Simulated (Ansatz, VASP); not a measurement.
## Rb2Mg in VASP and in Ansatz

```
Rb Mg
1.0
     8.91905   -4.05324    0.00000
     8.91905    4.05324    0.00000
     0.00000    0.00000    5.61796
Rb Mg
4 2
Direct
  0.59200 0.13193 0.75000
  0.13193 0.59200 0.25000
  0.40800 0.86807 0.25000
  0.86807 0.40800 0.75000
  0.09141 0.90859 0.75000
  0.90859 0.09141 0.25000
```

The cell comes from a database or a generator and needn't be the stable form of this composition.

Alike in both runs: task single point; functional PBE; k mesh 4 × 4 × 5; occupations fermi-dirac, width 0.05 eV; no spin polarisation.

|  | VASP | Ansatz |
| --- | --- | --- |
| version | VASP 6.6.1 | Ansatz 0.2.0 |
| potentials or method | VASP PAW PBE potentials, release 64 (Rb_sv, Mg) | Ansatz PAW |
| plane-wave cutoff (eV) | 520 | 420 |
| valence electrons in the cell | 40 | 56 |

|  | VASP | Ansatz | Ansatz less VASP |
| --- | --- | --- | --- |
| gap on the k mesh at the Fermi level (eV) | none | none | - |
| pressure (GPa) | 0.0 | 0.0 | 0.00 |
| largest component of the traceless stress (GPa) | 0.15 | 0.15 | -0.002 |
| rms of the force components (eV/Å) | 0.018 | 0.017 | -0.0009 |

Atom by atom the forces differ by 0.001 eV/Å (rms over components). A gap of «none» marks a metal or a gap that the smearing closes. The two sets of potentials don't hold the same shells in valence.
